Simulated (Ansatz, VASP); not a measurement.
## Cross-check of TePtS between VASP and Ansatz

One calculation is typed for both programs; each brings its own data sets. How far apart do they land? Of the first pair: The structure shown is the start of the Ansatz relaxation below; VASP solves that cell, so the two are compared at the walk's first step.

Calculated with Ansatz 0.2.0; plane waves, with VASP 6.6.1 beside it; single point at LDA.

## 1. The starting structure

The cell holds 3 atoms: 1 Pt, 1 S and 1 Te. Its edges and angles: a = 3.650 Å, b = 3.650 Å, c = 30.000 Å, α = 90.0°, β = 90.0°, γ = 120.0°. Vacuum lies along c. The height across the vacuum is the one that the program set for its solve, not the one typed.

## 2. Ansatz: relaxation, LDA

Ansatz runs on its default PAW (the set named soft_2) files.

The two programs are compared at the cell with which this relaxation starts, whose forces are those of its first step.

Contents of input.yaml:

```yaml
crystal:
  lattice:
    - [3.65, 0.0, 0.0]
    - [-1.825, 3.16099, 0.0]
    - [0.0, 0.0, 20.0]
  atoms:
    - { symbol: Pt, position: [0.0, 0.0, 0.5] }
    - { symbol: S, position: [0.333333, 0.666667, 0.575] }
    - { symbol: Te, position: [0.666667, 0.333333, 0.42] }
  periodic: [true, true, false]
kpoints:
  mp_grid: { grid: [6, 6, 1] }
hamiltonian:
  xc: lda
scf:
  occupations: { method: gaussian, width: 0.1 }
output:
  forces: true
  stress: true
  eigenvalues: true
relax:
  adjacent_minimum: "off"
  f_tol: 0.05
  max_steps: 80
  cell: { stress_2d_tol: 0.02 }
```

The run is started by

```console
> ansatz run input.yaml --threads 8 --pin off --max-ram 14336MiB --backend cpu --events-out ev --progress --plain --runs-dir out
```

Numbers of over 12 decimals in the logs are rounded to 6 here.

Output:

```text
Warning: crystal.periodic: the lattice vector that does not repeat stood 0.000° off the slab's normal, 20.000 Å along it as the deck builds it. The run solves the slab on a vector along the normal, 30.000 Å long, with every atom where it was (on the deck's vector they left 16.90 Å outside them, and the widest stretch free of ions among them is 1.60 Å). A fractional position that the run reports is one of the run's ce [...]
Warning: the atoms were moved onto the symmetric positions of the space group found under crystal.symmetry.tolerance 1.0e-5 (fractional; no operation is sought that the atoms, as they stand in a round, miss by more than twice it, and no atom is moved by as much as it), and the run uses the moved positions. Before a round's move an operation carried an atom to 3.65e-6 Å from where it should land, the largest such dist [...]
The last accepted step is kept in <dir> (removed where the run ends without a failure and the disk answers)
[...]
SCF iter   1: F=—  HF=-19942.414014 eV  |F-HF|=—  |Δ(HF+E_count)|=         —  Δρ=6.89e-4  dr2=1.26e-3  ethr=2.34e-6  ⟨swp⟩=4.6  Hψ=1292  notcnv=0
preconditioner: auto → Resta (q_TF=auto, 1.890 Å⁻¹)  ε∞=2.2  [insulator: Δε(μ)=0.863 eV  Ē_g=8.511 eV  σ=0.100 eV  W_gap=1.00  n_scr=18 (ndim 8)  ℏωp=9.1 eV  f_vac=0.782  D(μ)=0.00/eV (n_scr^D=0)  ε∞_Penn≈2.2  vacuum switching on, ρ_ref=5.3e-3 e/Å³]
SCF iter   2: F=—  HF=-19942.413870 eV  |F-HF|=—  |Δ(HF+E_count)|=   1.44e-4  Δρ=4.03e-4  dr2=6.77e-4  ethr=2.34e-6  ⟨swp⟩=2.6  Hψ=271  notcnv=0
SCF iter   3: F=—  HF=-19942.413761 eV  |F-HF|=—  |Δ(HF+E_count)|=   1.09e-4  Δρ=2.22e-4  dr2=7.51e-5  ethr=1.69e-6  ⟨swp⟩=2.4  Hψ=251  notcnv=0
SCF iter   4: F=—  HF=-19942.413888 eV  |F-HF|=—  |Δ(HF+E_count)|=   1.27e-4  Δρ=9.53e-5  dr2=2.48e-4  ethr=1.88e-7  ⟨swp⟩=3.1  Hψ=372  notcnv=0  recentre
SCF iter   5: F=—  HF=-19942.413868 eV  |F-HF|=—  |Δ(HF+E_count)|=   1.98e-5  Δρ=3.80e-5  dr2=6.21e-6  ethr=1.88e-7  ⟨swp⟩=2.4  Hψ=242  notcnv=0
SCF iter   6: F=—  HF=-19942.413868 eV  |F-HF|=—  |Δ(HF+E_count)|=   5.08e-7  Δρ=1.09e-5  dr2=4.18e-7  ethr=1.55e-8  ⟨swp⟩=3.6  Hψ=369  notcnv=0
SCF iter   7: F=-19942.413868 eV  HF=-19942.413868 eV  |F-HF|=8.10e-9  |Δ(HF+E_count)|=   1.59e-8  Δρ=2.44e-6  dr2=1.82e-8  ethr=7.50e-10  ⟨swp⟩=11.0  Hψ=899  notcnv=0
SCF 4 converged in 7 iterations: F = -19942.413868 eV  dr2 = 1.82e-8
relax step   4: F+E_penalty+E_count = -19942.41386773 eV  Δ(F+E_penalty+E_count) = -2.761e-3 eV  max|allowed force component| = 2.650e-2 eV/Å  Δτ_max = 0.0121 Å  P = -0.042 N/m  Ω = 362.480 Å³  energy of the carried Pulay correction = -6.377e-4 eV  fix = [c, alpha, beta]  reactions: c -0.000 N/m  (7 SCF iters, dr2 threshold 3.00e-7 eV, accepted)
[...]
relax step   5: F+E_penalty+E_count = -19942.41389840 eV  Δ(F+E_penalty+E_count) = -3.067e-5 eV  max|allowed force component| = 1.819e-3 eV/Å  Δτ_max = 0.0019 Å  P = -0.001 N/m  Ω = 362.560 Å³  energy of the carried Pulay correction = -6.407e-4 eV  fix = [c, alpha, beta]  reactions: c -0.000 N/m  (6 SCF iters, dr2 threshold 2.61e-9 eV, accepted)
[...]
relax step   6: F+E_penalty+E_count = -19942.41461649 eV  Δ(F+E_penalty+E_count) = -7.181e-4 eV  max|allowed force component| = 1.767e-3 eV/Å  Δτ_max = 0.0000 Å  P = +0.002 N/m  Ω = 362.560 Å³  fix = [c, alpha, beta]  reactions: c +0.000 N/m  stress off target by 1.58e-3 N/m on what of the cell is left free  SCF on the basis re-selected at this cell (its energy is not comparable with the rows above)  (9 SCF iters)
basis re-selected at this cell: Δ(F+E_penalty+E_count) = -7.181e-4 eV, ΔP = +0.003 N/m vs the last step (what re-selecting the basis moved, of the pressure what is left beyond the Pulay correction that the steps carried, after the strain that the cell walked since its last selection, with what the two solves' SCF thresholds leave and, on support functions, any second-order correction that the steps lacked; it is no m [...]
SCF converged after 9 iterations
Free energy (F): -19942.414616 eV
Harris-Foulkes:  -19942.414616 eV  (|F-HF|=6.55e-11)
Internal energy: -19942.414616 eV  (E = F + TS)
E sigma→0 (E₀):  -19942.414616 eV
Fermi energy:    -5.290333 eV
--- Per-component energies (eV) ---
  E_band       = -1218.901687
  E_kinetic    = 928.518728
  E_local      = -78721.273797  (includes V_loc(G=0)·N_el)
  E_nonlocal   = -69.175662
  E_hartree    = 38911.264368
  E_xc         = -480.840185
  E_vxc        = -495.820148  (∫ρ·V_xc dr)
  E_paw        = -14256.763362  (= ΣΔE_a)
  E_vpaw       = -683.679565  (= ΣTr[D̂ρ^β])
  E_aug_tail   = -0.000033  (compensation charges beyond the density's cutoff)
  E_ewald      = 33744.559598
  E_core_change = 1.295728  (= ΣΔE_core)
  E_smearing   = -0.000000  (= −TS)
  E_closure    = -0.000000  (closes the sum)
  Σ components = -19942.414616   (vs F -19942.414616, Δ=0.00e0)
--- Forces (eV/Å), atoms counted from 1 ---
  atom   1  Pt     0.00000000    -0.00000000    -0.00192280
  atom   2  S     -0.00000000    -0.00000000     0.00087352
  atom   3  Te     0.00000000     0.00000000     0.00058211
  max |Σ_I F_I| component: 4.67e-4 eV/Å
--- 2D stress c σ (N/m, compression-positive) ---
        0.001577      -0.000000      -0.000000
       -0.000000       0.001577       0.000000
       -0.000000       0.000000       0.000000
  P = ½ c Tr σ = 0.0016 N/m
--- Band table (eV; the first three rows and the last of 7) ---
  k-point 0: bands = ["-104.5810", "-58.7245", "-58.7245", "-58.6571", "-42.4995", "-42.4995", "-42.4429", "-42.4429", "-42.4211", "-19.4892", "-17.2434", "-11.2592", "-11.2592", "-11.0509", "-9.0077", "-9.0077", "-7.5101", "-6.2169", "-5.7761", "-5.7761", "-2.6880 (-2.6880°)", "-2.6880 (-2.6880°)", "-1.8044", "-0.6871"]
  k-point 1: bands = ["-104.5810", "-58.7271", "-58.7252", "-58.6568", "-42.4994", "-42.4971", "-42.4436", "-42.4428", "-42.4197", "-19.1652", "-17.2522", "-11.3438", "-11.0840", "-10.6981", "-9.4215", "-9.1582", "-7.9164", "-6.4657", "-5.9248", "-5.7340", "-4.2216", "-3.1006", "-1.1376", "-0.1585"]
  k-point 2: bands = ["-104.5809", "-58.7323", "-58.7266", "-58.6563", "-42.4993", "-42.4924", "-42.4449", "-42.4425", "-42.4169", "-18.4048", "-17.2271", "-11.4686", "-10.8048", "-10.7032", "-9.8227", "-9.0940", "-8.3280", "-7.4173", "-6.8157", "-6.3955", "-4.2044", "-3.2113", "-1.3092", "0.0333"]
  k-point 6: bands = ["-104.5808", "-58.7323", "-58.7316", "-58.6560", "-42.4945", "-42.4934", "-42.4446", "-42.4436", "-42.4150", "-17.8837", "-16.9059", "-11.4937", "-11.2780", "-10.7899", "-9.5239", "-9.2539", "-8.9835", "-7.9466", "-7.2307", "-6.7700", "-4.8596", "-3.5433", "-0.5314", "1.2639"]
  ° read free of the cell's end (the report's vacuum.weakly_bound_levels)
--- Relaxed structure (5 steps of the walk, 5 accepted, 1 SCFs on fresh bases) ---
  F+E_penalty+E_count = -19942.41461649 eV   max|allowed force component| = 1.767e-3 eV/Å   (the final SCF, on the basis selected at the relaxed cell)
  cell:  # Å, volume = 362.5601 Å³
    - [3.735632, 0.0, 0]
    - [-1.867816, 3.235152, 0]
    - [0, 0, 30.0]
  atoms:
    - { symbol: Pt, position: [5.400720809903867e-19, 0, 0.335109] }
    - { symbol: S, position: [0.333333, 0.666667, 0.373896] }
    - { symbol: Te, position: [0.666667, 0.333333, 0.287662] }
```

## 3. VASP: single point, LDA, start cell, pair 1

The same cell, functional (in two slightly different forms), mesh and smearing now go to VASP, with its own data sets.

Lines of VASP's logs that name or quote its potential files are left out, and so is its time.

Contents of INCAR:

```
SYSTEM = TePtS
PREC = Accurate
ENCUT = 400
EDIFF = 1E-06
NELM = 120
ISMEAR = 0
SIGMA = 0.1
LREAL = .FALSE.
ALGO = Normal
GGA = CA
NBANDS = 17
LASPH = .TRUE.
LORBIT = 11
LWAVE = .FALSE.
LCHARG = .FALSE.
ISIF = 2
LDIPOL = .TRUE.
IDIPOL = 3
DIPOL = 0.5 0.5 0.332
LVHAR = .TRUE.
GGA_COMPAT = .FALSE.
EFERMI = MIDGAP
NELMDL = -8
KPAR = 2
```

Contents of POSCAR:

```
TePtS
1.0
    3.6499980000      0.0000000000      0.0000000000
   -1.8249990000      3.1609910000      0.0000000000
    0.0000000000      0.0000000000     30.0000000000
Pt S Te
1 1 1
Direct
    0.0000000000      0.0000000000      0.3333333333
    0.3333334388      0.6666668776      0.3833333333
    0.6666667194      0.3333334388      0.2800000000
```

Contents of KPOINTS:

```
Automatic mesh
0
Gamma
6 6 1
0 0 0
```

Potentials, in the order of the species: Pt, S and Te (LDA family, release 64).

The run is started by

```console
> mpirun -np 2 vasp_std
```

Output:

```text
[banner, memory and clock lines left out]
running    2 mpi-ranks, on    1 nodes
 distrk:  each k-point on    1 cores,    2 groups
 distr:  one band on    1 cores,    1 groups

 POSCAR found type information on POSCAR PtS Te
 POSCAR found :  3 types and       3 ions
 LDA part: xc-table for (Slater(with rela. corr.)+CA(PZ))
 , standard interpolation
 POSCAR, INCAR and KPOINTS ok, starting setup
 FFT: planning ... GRIDC
 FFT: planning ... GRID_SOFT
 FFT: planning ... GRID
 WAVECAR not read
 entering main loop
       N       E                     dE             d eps       ncg     rms          rms(c)
DAV:   1     0.153889394250E+03    0.15389E+03   -0.59925E+03   238   0.735E+02
DAV:   2    -0.258826370421E-01   -0.15392E+03   -0.14714E+03   399   0.150E+02
DAV:   3    -0.170545458347E+02   -0.17029E+02   -0.16905E+02   297   0.625E+01
DAV:   4    -0.173384683113E+02   -0.28392E+00   -0.28355E+00   322   0.100E+01
DAV:   5    -0.173455990092E+02   -0.71307E-02   -0.71304E-02   354   0.152E+00
DAV:   6    -0.173456381369E+02   -0.39128E-04   -0.39127E-04   346   0.109E-01
DAV:   7    -0.173456395404E+02   -0.14035E-05   -0.14035E-05   369   0.170E-02
DAV:   8    -0.173456395499E+02   -0.95179E-08   -0.93420E-08   265   0.152E-03    0.126E+01
DAV:   9    -0.166635613638E+02    0.68208E+00   -0.75175E+00   315   0.219E+01    0.869E+00
DAV:  10    -0.166888141809E+02   -0.25253E-01   -0.16570E+01   315   0.139E+01    0.461E+00
DAV:  11    -0.163185500322E+02    0.37026E+00   -0.67164E+00   278   0.977E+00    0.219E+00
DAV:  12    -0.161651687193E+02    0.15338E+00   -0.10401E+00   293   0.510E+00    0.679E-01
DAV:  13    -0.161670458058E+02   -0.18771E-02   -0.54353E-02   266   0.138E+00    0.381E-01
DAV:  14    -0.161666189295E+02    0.42688E-03   -0.27000E-03   369   0.312E-01    0.245E-01
[...]
DAV:  21    -0.161666997050E+02   -0.36069E-04   -0.48700E-06   295   0.956E-03    0.863E-03
DAV:  22    -0.161667332067E+02   -0.33502E-04   -0.36688E-06   264   0.784E-03    0.599E-03
DAV:  23    -0.161667499365E+02   -0.16730E-04   -0.73423E-07   256   0.332E-03    0.778E-03
DAV:  24    -0.161667644987E+02   -0.14562E-04   -0.14266E-06   229   0.420E-03    0.191E-03
DAV:  25    -0.161667693539E+02   -0.48552E-05   -0.22302E-07   257   0.205E-03    0.932E-04
DAV:  26    -0.161667721025E+02   -0.27486E-05   -0.10352E-07   233   0.129E-03    0.130E-03
DAV:  27    -0.161667737569E+02   -0.16544E-05   -0.52974E-08   233   0.878E-04    0.445E-04
DAV:  28    -0.161667742612E+02   -0.50437E-06   -0.10873E-08   249   0.478E-04
   1 F= -.16166774E+02 E0= -.16166750E+02  d E =-.492319E-04
```

OUTCAR, selected parts (step 3):

```text
ion  position               nearest neighbor table
   1  0.000  0.000  0.333-   2 2.59   2 2.59   2 2.59   3 2.65   3 2.65   3 2.65
   2  0.333  0.667  0.383-   1 2.59   1 2.59   1 2.59
   3  0.667  0.333  0.280-   1 2.65   1 2.65   1 2.65

  LATTYP: Found a hexagonal cell.
 ALAT       =     3.6499980000
 C/A-ratio  =     8.2191825859

 Subroutine GETGRP returns: Found  6 space group operations
 (whereof  6 operations were pure point group operations)

The static configuration has the point symmetry C_3v.

 Found      7 irreducible k-points:

   k-points           NKPTS =      7   k-points in BZ     NKDIM =      7   number of bands    NBANDS=     17

   dimension x,y,z NGX =    24 NGY =   24 NGZ =  196
   dimension x,y,z NGXF=    48 NGYF=   48 NGZF=  392

   ENCUT  =  400.0 eV  29.40 Ry    5.42 a.u.   5.95  5.95 48.92*2*pi/ulx,y,z

   NELECT =      22.0000    total number of electrons

 k-points in reciprocal lattice and weights: Automatic mesh
   0.00000000  0.00000000  0.00000000       0.028
   0.16666667  0.00000000  0.00000000       0.167
   0.33333333  0.00000000  0.00000000       0.167
   0.50000000  0.00000000  0.00000000       0.083
   0.16666667  0.16666667  0.00000000       0.167
   0.33333333  0.16666667  0.00000000       0.333
   0.33333333  0.33333333  0.00000000       0.056

 dipolmoment           0.000000      0.000000      0.100583 electrons x Angstroem

 average (electrostatic) potential at core
       1 -77.4432       2 -94.8368       3 -98.6025

 E-fermi :  -2.7672

 k-point     1 :       0.0000    0.0000    0.0000
  band No.  band energies     occupation
    ...
      7      -6.1239      2.00000
      8      -5.4483      2.00000
      9      -4.4097      2.00000
     10      -2.9875      1.99817
     11      -2.9875      1.99817
     12      -0.5592      0.00000
     13      -0.5592      0.00000
     14       0.5343      0.00000
     15       1.6244      0.00000
     16       2.0251      0.00000
    ...

 k-point     2 :       0.1667    0.0000    0.0000
  band No.  band energies     occupation
    ...
      7      -6.1956      2.00000
      8      -5.6588      2.00000
      9      -4.2137      2.00000
     10      -3.5413      2.00000
     11      -3.0898      1.99999
     12      -2.0265      0.00000
     13      -0.9434      0.00000
     14       1.1318      0.00000
     15       2.1177      0.00000
     16       2.5359      0.00000
    ...

 k-point     3 :       0.3333    0.0000    0.0000
  band No.  band energies     occupation
    ...
      7      -5.9220      2.00000
      8      -5.8841      2.00000
      9      -5.0268      2.00000
     10      -4.1714      2.00000
     11      -3.7658      2.00000
     12      -2.0035      0.00000
     13      -1.1885      0.00000
     14       0.9406      0.00000
     15       2.2453      0.00000
     16       2.8783      0.00000
    ...

  Total       -2.5096219     -2.5096220     -6.2084706      0.0000000      0.0000000      0.0000000
  in kB      -11.6166725    -11.6166725    -28.7381014      0.0000000      0.0000000      0.0000000
  external PRESSURE =     -17.3238155 kB  Pullay stress =       0.0000000 kB

  energy-cutoff  :      400.00
  volume of cell :      346.13
      direct lattice vectors                 reciprocal lattice vectors
     3.649998000  0.000000000  0.000000000     0.273972753  0.158178242  0.000000000
    -1.824999000  3.160991000  0.000000000     0.000000000  0.316356484  0.000000000
     0.000000000  0.000000000 30.000000000     0.000000000  0.000000000  0.033333333

 POSITION                                       TOTAL-FORCE (eV/Angst)
 -----------------------------------------------------------------------------------
      0.00000      0.00000     10.00000        -0.000000      0.000000      1.038580
     -0.00000      2.10733     11.50000         0.000000     -0.000000     -2.533224
      1.82500      1.05366      8.40000        -0.000000     -0.000000      1.494643
 -----------------------------------------------------------------------------------
    total drift:                               -0.000000     -0.000445     -0.000481

  FREE ENERGIE OF THE ION-ELECTRON SYSTEM (eV)
  ---------------------------------------------------
  free  energy   TOTEN  =       -16.1667742612 eV

  energy  without entropy=      -16.1667250294  energy(sigma->0) =      -16.16674965

 vacuum level on the upper side and lower side of the slab         3.126         1.550

 total charge
# of ion       s       p       d       tot
------------------------------------------
    1        0.638   0.583   7.998   9.219
    2        1.371   2.178   0.000   3.549
    3        1.392   1.916   0.063   3.372
--------------------------------------------------
tot          3.401   4.677   8.062  16.139

[... 3 further parts left out ...]
```

The run ends at a pressure of -1.73 GPa, with forces up to 2.5 eV/Å.

## 4. Side by side

Known differences besides the potentials themselves: the two LDA forms differ slightly; Ansatz cuts the interaction across the vacuum, VASP repeats the sheet with a dipole correction; the data sets hold 40 valence electrons in Ansatz (on its default PAW (the set named soft_2) files) and 22 in VASP; VASP's log shows a relativistic correction to its local exchange, Ansatz's none; Ansatz takes its cutoff from its data sets, VASP runs at 400 eV. Total energies have different zeros and are not compared.

Forces (eV/Å; atoms numbered as in POSCAR):

```
atom        Ansatz x, y, z          VASP x, y, z
 Pt1   0.000, 0.000, 1.029   0.000, 0.000, 1.039
  S2  0.000, 0.000, -2.547  0.000, 0.000, -2.533
 Te3   0.000, 0.000, 1.517   0.000, 0.000, 1.495
```

The forces differ by 9.1 meV/Å r.m.s., which is 0.9 % of the r.m.s. force of 1.040 eV/Å (both taken over all components). With vacuum in the cell, a pressure given here is an average over mostly empty space and none of the material.

## 5. Ansatz: relaxation, LDA

The two programs are compared at the cell with which this relaxation starts, whose forces are those of its first step.

The structure compared here is the start of the Ansatz relaxation; VASP solves that cell, so the two are compared at the walk's first step.

Contents of input.yaml:

```yaml
crystal:
  lattice:
    - [3.7356317721, 0.0, 0.0]
    - [-1.8678158861, 3.2351520138, 0.0]
    - [0.0, 0.0, 30.0]
  atoms:
    - { symbol: Pt, position: [0.0, 0.0, 0.3351088885] }
    - { symbol: S, position: [0.3333333333, 0.6666666667, 0.3738960675] }
    - { symbol: Te, position: [0.6666666667, 0.3333333333, 0.2876617106] }
  periodic: [true, true, false]
kpoints:
  mp_grid: { grid: [9, 9, 1] }
hamiltonian:
  xc: lda
scf:
  occupations: { method: gaussian, width: 0.02 }
output:
  forces: true
  stress: true
  eigenvalues: true
relax:
  adjacent_minimum: "off"
  f_tol: 0.005
  max_steps: 80
  cell: { stress_2d_tol: 0.02 }
```

The run is started by

```console
> ansatz run input.yaml --threads 8 --pin off --max-ram 14336MiB --backend cpu --events-out ev --progress --plain --runs-dir out
```

Output:

```text
[...]
Crystal: 3 atoms, lattice volume = 362.560 Å³
Basis set: ecut = 420 eV, 7121 PW (Γ)
Bands: 24, of which v1, the nominal top of the filled ones, is band 20 counted from 1 (19 counted from 0)
Symmetry: 6 space group operations
[...]
k-points: 12 of 81 (time reversal used)
[...]
° read free of the cell's end (the report's vacuum.weakly_bound_levels)
--- Relaxed structure (4 steps of the walk, 4 accepted, 1 SCFs on fresh bases) ---
[...]
cell:  # Å, volume = 361.8239 Å³
    - [3.731837, 2.8838139547874664e-11, 0]
    - [-1.865919, 3.231866, 0]
    - [0, 0, 30.0]
  atoms:
    - { symbol: Pt, position: [0, 0, 0.335137] }
    - { symbol: S, position: [0.333333, 0.666667, 0.374010] }
    - { symbol: Te, position: [0.666667, 0.333333, 0.287520] }
[key lines of the parts left out:]
SCF converged after 7 iterations
Free energy (F): -19942.415484 eV
Fermi energy:    -5.274094 eV
P = ½ c Tr σ = -0.0046 N/m
```

[end of part 1 of 2]

[Lines on the potential files, build, host, timing and source positions are cut from VASP's logs without a mark.]

[Logs are printed without paths, hosts, clocks, repeated set-up lines and the standing remarks that a program may print on its own settings, such as how far it seeks lower states.]

[Hosts, paths, dates, database ids (printed as entryN), source tags and the programs' standing remarks are cut or masked in the printed files.]
